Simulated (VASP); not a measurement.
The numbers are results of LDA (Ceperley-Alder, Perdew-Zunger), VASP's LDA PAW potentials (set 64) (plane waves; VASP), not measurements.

Input for VASP

### KPOINTS
```
Automatic mesh
0
Gamma
13 13 5
0 0 0
```

**INCAR**
```
SYSTEM = HgTe
PREC = Accurate
ENCUT = 400
EDIFF = 1E-7
NELM = 100
ALGO = Normal
LREAL = .FALSE.
LASPH = .TRUE.
ISMEAR = 0
SIGMA = 0.01
LMAXMIX = 6
LWAVE = .FALSE.
LCHARG = .FALSE.
LOPTICS = .TRUE.
NBANDS = 96
NEDOS = 1001
CSHIFT = 0.1
```

### POSCAR
```
HgTe
1
    4.4353731622     0.0000000000     0.0000000000
   -2.2176865812     3.8411455706    -0.0000000000
   -0.0000000000    -0.0000000000    10.0950375255
Hg Te
3 3
Direct
  0.3547290240   0.3547290240   0.0000000000
  0.6452709760   0.0000000000   0.3333330000
  0.0000000000   0.6452709760   0.6666670000
  0.4468554729   0.4468554730   0.5000000000
  0.5531445271   0.0000000000   0.8333330000
  1.0000000000   0.5531445270   0.1666670000
```

POTCAR, in this order: Hg Te (LDA.64 set). Program: vasp_std.

The dielectric response may not be converged in the k-mesh; for small gaps it tends to come out too large.

Question: Estimate the energy per atom (σ→0).

Answer: 
```yaml
energy per atom (σ→0): -2.484 eV/atom
```

### OSZICAR
```
...
DAV:   8    -0.149039764120E+02    0.51933E-02   -0.27488E-02 20400   0.662E-01    0.579E-01
DAV:   9    -0.149037536933E+02    0.22272E-03   -0.80204E-04 20656   0.797E-02    0.262E-01
DAV:  10    -0.149037081531E+02    0.45540E-04   -0.20436E-04 19768   0.340E-02    0.472E-02
DAV:  11    -0.149036987100E+02    0.94431E-05   -0.39648E-05 19768   0.188E-02    0.471E-02
DAV:  12    -0.149036983007E+02    0.40937E-06   -0.10837E-06 20632   0.258E-03    0.363E-02
DAV:  13    -0.149036982086E+02    0.92065E-07   -0.60234E-07 19856   0.229E-03
   1 F= -.14903698E+02 E0= -.14903698E+02  d E =-.904016E-32
 imaginary and real dielectric function
```

The structure comes from a computed database's HgTe entry (P3_121); how it stands against other phases isn't given here. It was relaxed first, which changed the volume by -12 %.
